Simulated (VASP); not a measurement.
# TaAlO3 (P6_3/mmc) in VASP: further runs

The runs below take TaAlO3 through relaxation of cell and atoms, with PBE.

Everything below comes from runs of VASP 6.6.1. Logs are shortened: lines on timing, memory, paths and dates and some standing lists are left out, and cuts for length are marked.

**1. The structure**

The structure is hexagonal, space group P6_3/mmc (No. 194). Conventional cell: a = 3.046 Å, b = 3.046 Å, c = 13.042 Å, α = 90.00°, β = 90.00°, γ = 120.00°. Ta (site symmetry -3m) is surrounded by 6 O at 2.19 Å. Around Al (site symmetry -6m2) lie 5 O at 1.76 to 1.95 Å. O (site symmetry 3m) has 1 Al at 1.95 Å and 3 Ta at 2.19 Å as nearest neighbours. Around O (site symmetry -6m2) lie 3 Al at 1.76 Å.

The cell was built by a generator and needn't be a form met in nature.

**2. Relaxation of cell and atoms, PBE**

Input file INCAR:

```
SYSTEM = TaAlO3
PREC     = Accurate       ! precision mode
ENCUT    = 520            ! plane-wave cutoff, eV
EDIFF    = 1E-6           ! SCF threshold, eV
ISMEAR   = 0              ! smearing method
SIGMA    = 0.1            ! smearing width, eV
LREAL    = .FALSE.        ! projectors in reciprocal space
LASPH    = .TRUE.         ! aspherical terms in the spheres
NELM     = 120            ! most SCF steps
ALGO     = Normal         ! electronic algorithm
ISIF     = 3              ! what is computed and relaxed
LWAVE    = .FALSE.        ! write WAVECAR
LCHARG   = .FALSE.        ! write CHGCAR
GGA      = PE             ! functional
IBRION   = 2              ! ionic algorithm
NSW      = 90             ! ionic steps
EDIFFG   = -0.01          ! ionic threshold
KPAR     = 4
```

Input file KPOINTS:

```
regular mesh
0
G
  12 12 4
  0 0 0
```

Input file POSCAR:

```
TaAlO3
1.0
    3.0460375100      0.0000000000      0.0000000000
   -1.5230187500      2.6379458600      0.0000000000
    0.0000000000      0.0000000000     13.0420000000
Ta Al O
2 2 6
Direct
    0.0000000000      0.0000000000      0.5000000000
    0.0000000000      0.0000000000      0.0000000000
    0.3333333300      0.6666666700      0.2500000000
    0.6666666700      0.3333333300      0.7500000000
    0.3333333300      0.6666666700      0.1001380200
    0.3333333300      0.6666666700      0.3998619800
    0.0000000000      0.0000000000      0.2500000000
    0.6666666700      0.3333333300      0.8998619800
    0.6666666700      0.3333333300      0.6001380200
    0.0000000000      0.0000000000      0.7500000000
```

Potentials or basis: VASP PAW PBE potentials, release 64 (Ta_pv, Al, O).

Run with:

```sh
$ cat potpaw_PBE.64/Ta_pv/POTCAR potpaw_PBE.64/Al/POTCAR potpaw_PBE.64/O/POTCAR > POTCAR
$ mpirun -np 4 vasp_std > vasp.out
```

OUTCAR:

```text
SYSTEM = TaAlO3
   PREC = Accurate
   ENCUT = 520
   EDIFF = 1E-6
   ISMEAR = 0
   LREAL = .FALSE.
   LASPH = .TRUE.
   NELM = 120
   ISIF = 3
   GGA = PE
   IBRION = 2
   NSW = 90
   EDIFFG = -0.01

 ion  position               nearest neighbor table
   1  0.000  0.000  0.500-   6 2.19   9 2.19   6 2.19   9 2.19   9 2.19   6 2.19
   2  0.000  0.000  0.000-   5 2.19   8 2.19   5 2.19   8 2.19   8 2.19   5 2.19
   3  0.333  0.667  0.250-   7 1.76   7 1.76   7 1.76   5 1.95   6 1.95
   4  0.667  0.333  0.750-  10 1.76  10 1.76  10 1.76   8 1.95   9 1.95
   5  0.333  0.667  0.100-   3 1.95   2 2.19   2 2.19   2 2.19
   6  0.333  0.667  0.400-   3 1.95   1 2.19   1 2.19   1 2.19
   7  0.000  0.000  0.250-   3 1.76   3 1.76   3 1.76
   8  0.667  0.333  0.900-   4 1.95   2 2.19   2 2.19   2 2.19
   9  0.667  0.333  0.600-   4 1.95   1 2.19   1 2.19   1 2.19
  10  0.000  0.000  0.750-   4 1.76   4 1.76   4 1.76

  LATTYP: Found a hexagonal cell.
 ALAT       =     3.0460375100
 C/A-ratio  =     4.2816281668

  Lattice vectors:

 A1 = (   3.0460375100,   0.0000000000,   0.0000000000)
 A2 = (  -1.5230187500,   2.6379458600,   0.0000000000)
 A3 = (   0.0000000000,   0.0000000000,  13.0420000000)

Analysis of symmetry for initial positions (statically):
=====================================================================
 Subroutine PRICEL returns:
 Original cell was already a primitive cell.

 Routine SETGRP: Setting up the symmetry group for a
 hexagonal supercell.

 Subroutine GETGRP returns: Found 24 space group operations
 (whereof 12 operations were pure point group operations)
 out of a pool of 24 trial point group operations.

The static configuration has the point symmetry D_3d.
 The point group associated with its full space group is D_6h.

Analysis of symmetry for dynamics (positions and initial velocities):
=====================================================================
 Subroutine PRICEL returns:
 Original cell was already a primitive cell.

 Routine SETGRP: Setting up the symmetry group for a
 hexagonal supercell.

 Subroutine GETGRP returns: Found 24 space group operations
 (whereof 12 operations were pure point group operations)
 out of a pool of 24 trial point group operations.

The dynamic configuration has the point symmetry D_3d.
 The point group associated with its full space group is D_6h.

 Subroutine INISYM returns: Found 24 space group operations
 (whereof 12 operations are pure point group operations),
 and found     1 'primitive' translations

----------------------------------------------------------------------------------------

                                     Primitive cell

  volume of cell :     104.7961

  direct lattice vectors                    reciprocal lattice vectors
     3.046037510  0.000000000  0.000000000     0.328295366  0.189541418  0.000000000
    -1.523018750  2.637945860  0.000000000     0.000000000  0.379082837  0.000000000
     0.000000000  0.000000000 13.042000000     0.000000000  0.000000000  0.076675357

  length of vectors
     3.046037510  3.046037504 13.042000000     0.379082836  0.379082837  0.076675357

  position of ions in fractional coordinates (direct lattice)
     0.000000000  0.000000000  0.500000000
     0.000000000  0.000000000  0.000000000
     0.333333330  0.666666670  0.250000000
     0.666666670  0.333333330  0.750000000
     0.333333330  0.666666670  0.100138020
     0.333333330  0.666666670  0.399861980
     0.000000000  0.000000000  0.250000000
     0.666666670  0.333333330  0.899861980
     0.666666670  0.333333330  0.600138020
     0.000000000  0.000000000  0.750000000

  ion indices of the primitive-cell ions
   primitive index   ion index
                 1           1
                 2           2
                 3           3
                 4           4
                 5           5
                 6           6
                 7           7
                 8           8
                 9           9
                10          10

----------------------------------------------------------------------------------------

 KPOINTS: regular mesh

Automatic generation of k-mesh.
 Grid dimensions read from file:
 generate k-points for:   12   12    4

 Generating k-lattice:

  Cartesian coordinates                     Fractional coordinates (reciprocal lattice)
     0.027357947  0.015795118  0.000000000     0.083333333  0.000000000  0.000000000
     0.000000000  0.031590236  0.000000000     0.000000000  0.083333333  0.000000000
     0.000000000  0.000000000  0.019168839     0.000000000  0.000000000  0.250000000

  Length of vectors
     0.031590236  0.031590236  0.019168839

  Shift w.r.t. Gamma in fractional coordinates (k-lattice)
     0.000000000  0.000000000  0.000000000

 Subroutine IBZKPT returns following result:
 ===========================================

 Found     57 irreducible k-points:

 Following reciprocal coordinates:
            Coordinates               Weight
  0.000000  0.000000  0.000000      1.000000
  0.083333  0.000000  0.000000      6.000000
  0.166667  0.000000  0.000000      6.000000
  0.250000  0.000000  0.000000      6.000000
  0.333333  0.000000  0.000000      6.000000
  0.416667 -0.000000  0.000000      6.000000
[... 16 lines left out ...]
  0.250000  0.000000  0.250000     12.000000
  0.333333  0.000000  0.250000     12.000000
 [... further k-points ...]
   k-points           NKPTS =     57   k-points in BZ     NKDIM =     57   number of bands    NBANDS=     38
   number of dos      NEDOS =    301   number of ions     NIONS =     10
   total plane-waves  NPLWV =  56448
   dimension x,y,z NGX =    24 NGY =   24 NGZ =   98
   dimension x,y,z NGXF=    48 NGYF=   48 NGZF=  196
   ions per type =               2   2   6
   NGX,Y,Z   is equivalent  to a cutoff of  13.10, 13.10, 12.49 a.u.
   NGXF,Y,Z  is equivalent  to a cutoff of  26.20, 26.20, 24.98 a.u.
 SYSTEM =  TaAlO3
   PREC   = accura    normal or accurate (medium, high low for compatibility)
   ISTART =      0    job   : 0-new  1-cont  2-samecut
   ICHARG =      2    charge: 1-file 2-atom 10-const
   ISPIN  =      1    spin polarized calculation?
   LNONCOLLINEAR =      F non collinear calculations
   LSORBIT =      F    spin-orbit coupling
   LASPH  =      T    aspherical Exc in radial PAW
   ENCUT  =  520.0 eV  38.22 Ry    6.18 a.u.   5.66  5.66 24.25*2*pi/ulx,y,z
   NELM   =    120;   NELMIN=  2; NELMDL= -5     # of ELM steps
   EDIFF  = 0.1E-05   stopping-criterion for ELM
   LREAL  =      F    real-space projection
   EDIFFG = -.1E-01   stopping-criterion for IOM
   NSW    =     90    number of steps for IOM
   IBRION =      2    ionic relax: 0-MD 1-quasi-New 2-CG
   NFREE  =      1    steps in history (QN), initial steepest desc. (CG)
   ISIF   =      3    stress and relaxation
   ISYM   =      2    0-nonsym 1-usesym 2-fastsym
   POTIM  = 0.5000    time-step for ionic-motion
   TEBEG  =    0.0;   TEEND  =   0.0 temperature during run
   PSTRESS=    0.0 pullay stress
   NELECT =      64.0000    total number of electrons
   NUPDOWN=      -1.0000    fix difference up-down
   EMIN   =  10.00;   EMAX   =-10.00  energy-range for DOS
   EFERMI =   0.00;   METHOD = LEGACY
   ISMEAR =     0;   SIGMA  =   0.10  broadening in eV -4-tet -1-fermi 0-gaus
   EFERMI_NEDOS =   21; number of points for ismear=-14 and -15
   IALGO  =     38    algorithm
   IMIX   =      4    mixing-type and parameters
     AMIX     =   0.40;   BMIX     =  1.00
     AMIX_MAG =   1.60;   BMIX_MAG =  1.00
  volume/ion in A,a.u.               =      10.48        70.72
  Fermi-wavevector in a.u.,A,eV,Ry     =   1.388949  2.624734 26.248088  1.929180
  Thomas-Fermi vector in A             =   2.513027
   LORBIT       =      0    0 simple, 1 ext, 2 COOP (PROOUT), +10 PAW based schemes
   GGA     = PE    functional components
   LHFCALC =     F    Hartree Fock is set to
   AEXX    =    0.0000 exact exchange contribution
   IVDW    =     0    specifies the selected vdW correction
   LEPSILON=     F    determine dielectric tensor
   LRPA    =     F    only Hartree local field effects (RPA)
 conjugate gradient relaxation of ions
 non-spin polarized calculation
 Gauss-broadening in eV      SIGMA  =   0.10
  energy-cutoff  :      520.00
  volume of cell :      104.80
 maximum number of plane-waves:      2857
 NGX is ok and might be reduce to    24
   NGX = 11   NGY = 11   NGZ = 49

--------------------------------------- Ionic step        1  -------------------------------------------

 number of electron      64.0000015 magnetization

 Free energy of the ion-electron system (eV)
  ---------------------------------------------------
  ext. energy  EPLUGINS =         0.00000000
  ---------------------------------------------------
  free energy    TOTEN  =       -85.29967906 eV

  energy without entropy =      -85.28211860  energy(sigma->0) =      -85.29089883

------------------------ aborting loop because EDIFF is reached ----------------------------------------

  FORCE on cell =-STRESS in cart. coord.  units (eV):
  Direction    XX          YY          ZZ          XY          YZ          ZX
  --------------------------------------------------------------------------------------
  -------------------------------------------------------------------------------------
  Total       -0.2345570     -0.2345570      1.7890726     -0.0000000      0.0000000      0.0000000
  in kB       -3.5860285     -3.5860285     27.3522609     -0.0000000      0.0000000      0.0000000
  external PRESSURE =       6.7267346 kB  Pullay stress =       0.0000000 kB
[... 249 lines left out ...]
  energy  without entropy=      -85.2939325567  energy(sigma->0) =      -85.30190441

--------------------------------------- Ionic step        7  -------------------------------------------

 number of electron      64.0000012 magnetization

 Free energy of the ion-electron system (eV)
  ---------------------------------------------------
  ext. energy  EPLUGINS =         0.00000000
  ---------------------------------------------------
  free energy    TOTEN  =       -85.30989472 eV

  energy without entropy =      -85.29396017  energy(sigma->0) =      -85.30192744

 E-fermi :   7.6952     XC(G=0): -11.6495

 val. band max:        7.6917135952   @ k =   0.2500   0.2500   0.2500
 cond. band min:       7.7001547039   @ k =   0.2500   0.2500   0.0000
 fundamental gap:      0.0084411087
 Fermi energy:         7.6952316579

 k-point     1 :       0.0000    0.0000    0.0000
  band No.  band energies     occupation
      1     -28.2005      2.00000
      2     -28.2003      2.00000
      3     -27.8636      2.00000
      4     -27.8636      2.00000
      5     -27.8635      2.00000
      6     -27.8635      2.00000
[... 973 lines left out ...]
     37      10.8461      0.00000
     38      11.2298      0.00000

 [... further k-points ...]

------------------------ aborting loop because EDIFF is reached ----------------------------------------

  FORCE on cell =-STRESS in cart. coord.  units (eV):
  Direction    XX          YY          ZZ          XY          YZ          ZX
  --------------------------------------------------------------------------------------
  -------------------------------------------------------------------------------------
  Total       -0.0043173     -0.0043173      0.0030592     -0.0000000      0.0000000      0.0000000
  in kB       -0.0658507     -0.0658507      0.0466613     -0.0000000      0.0000000      0.0000000
  external PRESSURE =      -0.0283467 kB  Pullay stress =       0.0000000 kB
[... 25 lines left out ...]
  FREE ENERGIE OF THE ION-ELECTRON SYSTEM (eV)
  ---------------------------------------------------
  free  energy   TOTEN  =       -85.3098947180 eV

  energy  without entropy=      -85.2939601656  energy(sigma->0) =      -85.30192744

 reached required accuracy - stopping structural energy minimisation
```

Wall time 4.3 min (4 MPI ranks of Intel Xeon Platinum 8488C (Sapphire Rapids), shared host); peak memory 0.36 GiB.

What came out:

```yaml
Free_energy: -85.3099 eV
Relaxed_volume: 10.50 Å³/atom
Relaxed_cell: a = 3.037 Å, b = 3.037 Å, c = 13.154 Å, α = 90.00°, β = 90.00°, γ = 120.00°
Space_group_after_relaxing_to_0.05_Å: P6_3/mmc (No. 194)
Energy_gained_by_relaxing: 1.0 meV/atom
Ionic_steps: 7
Pressure_after_relaxing: 0.0 GPa
Band_gap_on_the_k_mesh: none (metal or under the smearing width)
```

The path:
```tsv
step	energy change (eV)	largest force (eV/Å)	pressure (GPa)	volume (Å³)
1	0.0000	0.1215	0.67	104.80
2	-0.0087	0.0137	-0.92	105.46
3	-0.0088	0.0043	-0.82	105.42
4	-0.0093	0.0244	0.61	104.79
5	-0.0102	0.0119	-0.02	105.06
6	-0.0102	0.0116	-0.04	105.07
7	-0.0102	0.0000	0.00	105.04
```

Final structure:
```
CELL_PARAMETERS angstrom
3.03660 0.00000 0.00000
-1.51830 2.62977 0.00000
0.00000 0.00000 13.15386
ATOMIC_POSITIONS crystal
Ta 0.00000 0.00000 0.50000
Ta 0.00000 0.00000 0.00000
Al 0.33333 0.66667 0.25000
Al 0.66667 0.33333 0.75000
O 0.33333 0.66667 0.10065
O 0.33333 0.66667 0.39935
O 0.00000 0.00000 0.25000
O 0.66667 0.33333 0.89935
O 0.66667 0.33333 0.60065
O 0.00000 0.00000 0.75000
```

[end of part 1 of 2]
